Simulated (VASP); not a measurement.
Data:

```yaml
crystal:
  lattice:
    - [0.00000, 2.34605, 2.34605]
    - [2.34605, 0.00000, 2.34605]
    - [2.34605, 2.34605, 0.00000]
  atoms:
    - { symbol: Na, position: [0.00000, 0.00000, 0.00000] }
    - { symbol: F, position: [0.50000, 0.50000, 0.50000] }
```

The numbers are results of PBE GGA, VASP's PBE PAW potentials (set 64) (plane waves; VASP), not measurements. Numerical set-up: 520 eV cut-off, 10×10×10 Γ-centred mesh, Gaussian smearing of 0.010 eV, potentials Na_pv F.

### Question
Give the electronic dielectric tensor ε∞ (DFPT, local fields included).

### Answer

```
1.85  0.00  0.00
0.00  1.85  0.00
0.00  0.00  1.85
```

### Question
Give the Born effective charges.

### Answer

| atom | Z*xx | Z*yy | Z*zz | mean |
|---|---|---|---|---|
| Na1 | 1.01 | 1.01 | 1.01 | 1.01 |
| F2 | -1.01 | -1.01 | -1.01 | -1.01 |

### Question
And the static tensor with the ions free?

### Answer

```
5.38  0.00  0.00
0.00  5.38  0.00
0.00  0.00  5.38
```

### Question
Which frequencies do the optical Γ-point modes have (no LO-TO splitting)?

### Answer
231 (×3) cm⁻¹.

The compound is NaF in the rock salt structure. It was relaxed first.
